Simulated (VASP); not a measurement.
Output of a VASP run:

File OSZICAR:
```
       N       E                     dE             d eps       ncg     rms          rms(c)
DAV:   1     0.738754732628E+02    0.73875E+02   -0.67713E+03  3356   0.110E+03
DAV:   2    -0.270529097549E+02   -0.10093E+03   -0.98478E+02  3650   0.388E+02
DAV:   3    -0.313710451101E+02   -0.43181E+01   -0.41169E+01  4910   0.660E+01
DAV:   4    -0.315794740530E+02   -0.20843E+00   -0.20707E+00  4672   0.134E+01
DAV:   5    -0.315866205496E+02   -0.71465E-02   -0.71390E-02  5048   0.195E+00    0.107E+01
DAV:   6    -0.240463441711E+02    0.75403E+01   -0.45313E+00  4824   0.297E+01    0.123E+00
DAV:   7    -0.250687331312E+02   -0.10224E+01   -0.33849E-01  4074   0.635E+00    0.119E+00
DAV:   8    -0.244653992450E+02    0.60333E+00   -0.61809E-01  4982   0.972E+00    0.135E+00
DAV:   9    -0.248349945864E+02   -0.36960E+00   -0.38364E-01  3604   0.603E+00    0.608E-01
DAV:  10    -0.248412346744E+02   -0.62401E-02   -0.13438E-02  4378   0.124E+00    0.146E-01
DAV:  11    -0.248410446006E+02    0.19007E-03   -0.68835E-03  3402   0.126E+00    0.108E-01
DAV:  12    -0.248434907567E+02   -0.24462E-02   -0.26456E-03  3386   0.724E-01    0.858E-02
DAV:  13    -0.248437145753E+02   -0.22382E-03   -0.19606E-04  4526   0.167E-01    0.407E-02
DAV:  14    -0.248437032423E+02    0.11333E-04   -0.64384E-05  4220   0.929E-02    0.309E-02
DAV:  15    -0.248436166991E+02    0.86543E-04   -0.67418E-05  3836   0.103E-01    0.215E-02
DAV:  16    -0.248436524906E+02   -0.35791E-04   -0.17855E-05  2654   0.511E-02    0.770E-03
DAV:  17    -0.248436496888E+02    0.28019E-05   -0.18602E-06  1776   0.224E-02
   1 F= -.24843650E+02 E0= -.24843845E+02  d E =-.248436E+02
```

**OUTCAR**
```
------------------------ aborting loop because EDIFF is reached ----------------------------------------
  FORCE on cell =-STRESS in cart. coord.  units (eV):
  Direction    XX          YY          ZZ          XY          YZ          ZX
  --------------------------------------------------------------------------------------
  Total       -0.1279210     -0.1279210     -0.1279210      0.0000000      0.0000000     -0.0000000
  in kB      -11.3663285    -11.3663285    -11.3663285      0.0000000      0.0000000     -0.0000000
  external PRESSURE =     -11.3663285 kB  Pullay stress =       0.0000000 kB
  volume of cell :       18.03
      direct lattice vectors                 reciprocal lattice vectors
    -1.651926665  1.651926665  1.651926665     0.000000000  0.302676875  0.302676875
     1.651926665 -1.651926665  1.651926665     0.302676875  0.000000000  0.302676875
     1.651926665  1.651926665 -1.651926665     0.302676875  0.302676875  0.000000000
 POSITION                                       TOTAL-FORCE (eV/Angst)
 -----------------------------------------------------------------------------------
      0.00000      0.00000      0.00000        -0.000000     -0.000000     -0.000000
 -----------------------------------------------------------------------------------
    total drift:                               -0.000000     -0.000000      0.000000
  FREE ENERGIE OF THE ION-ELECTRON SYSTEM (eV)
  ---------------------------------------------------
  free  energy   TOTEN  =       -24.8436496888 eV

  energy  without entropy=      -24.8442351293  energy(sigma->0) =      -24.84384484

 reached required accuracy - stopping structural energy minimisation
```
(Selected blocks of OUTCAR.)

### POSCAR
```
Nb
1
   -1.6519266654     1.6519266654     1.6519266654
    1.6519266654    -1.6519266654     1.6519266654
    1.6519266654     1.6519266654    -1.6519266654
Nb
1
Direct
  0.0000000000   0.0000000000   0.0000000000
```

Question: Reconstruct the remaining input files.

Answer: This is not unique; one that fits is the input of the run itself, r2SCAN meta-GGA, plane waves, VASP's PBE PAW potentials (set 64).

### INCAR
```
ALGO  =  Normal   ! blocked Davidson
LWAVE  =  F
EDIFFG  =  -0.03
NELMIN  =  4
LCHARG  =  F
NSW  =  20
ISMEAR  =  1   ! Methfessel-Paxton
NELM  =  100   ! most electronic steps
ISIF  =  2   ! forces and stress, cell fixed
ENCUT  =  400   ! plane-wave cut-off (eV)
LMAXMIX  =  4
SIGMA  =  0.1   ! width (eV)
LMIXTAU  =  T
LREAL  =  F
EDIFF  =  1E-5   ! SCF stop (eV)
IBRION  =  2   ! conjugate gradients
LASPH  =  T   ! aspherical one-centre terms
SYSTEM  =  Nb
METAGGA  =  R2SCAN
PREC  =  Normal
```

File KPOINTS:
```
Regular mesh
0
Gamma
 17 17 17
```

POTCAR, in this order: Nb_sv (PBE.64 set). Program: vasp_std.

The compound is Nb in the bcc structure. It was relaxed first.
